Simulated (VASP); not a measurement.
Method: LDA (Ceperley-Alder, Perdew-Zunger), VASP's LDA PAW potentials (set 64) (plane waves; VASP).

Input for VASP

**INCAR**
```
ALGO  =  Normal
EDIFF  =  1E-6
EDIFFG  =  -0.02
ENCUT  =  500
IBRION  =  2
ISIF  =  3
ISMEAR  =  1
LASPH  =  .TRUE.
LCHARG  =  .FALSE.
LMAXMIX  =  4
LREAL  =  .FALSE.
LWAVE  =  .FALSE.
NELM  =  100
NSW  =  40
PREC  =  Accurate
PSTRESS  =  450
SIGMA  =  0.1
SYSTEM  =  NiAl
```

### POSCAR
```
NiAl
1.0
  2.7201968403   0.0000000000   0.0000000000
  0.0000000000   2.7201968403   0.0000000000
  0.0000000000   0.0000000000   2.7201968403
Al Ni
1 1
Cartesian
  1.3600984201   1.3600984201   1.3600984201
  0.0000000000   0.0000000000   0.0000000000
```

File KPOINTS:
```
Automatic mesh
0
Gamma
13 13 13
0 0 0
```

POTCAR, in this order: Al Ni (LDA.64 set). Program: vasp_std.

Problem. What will the output report for the number of irreducible k-points (NKPTS), largest plane-wave count, number of space-group operations, FFT grid (NGX, NGY, NGZ)?

Solution. 
| Property | Result |
|---|---|
| number of irreducible k-points (NKPTS) | 84 |
| largest plane-wave count | 523 |
| number of space-group operations | 48 |
| FFT grid (NGX, NGY, NGZ) | 20 × 20 × 20 |

The compound is NiAl in the CsCl type structure. This run relaxes it under an external pressure of 45 GPa. Symmetry was kept, so distortions that lower it aren't found. The run is not spin-polarised, so no magnetic state was tried. The electron count is odd and the run is not spin-polarised, which forces a metal.
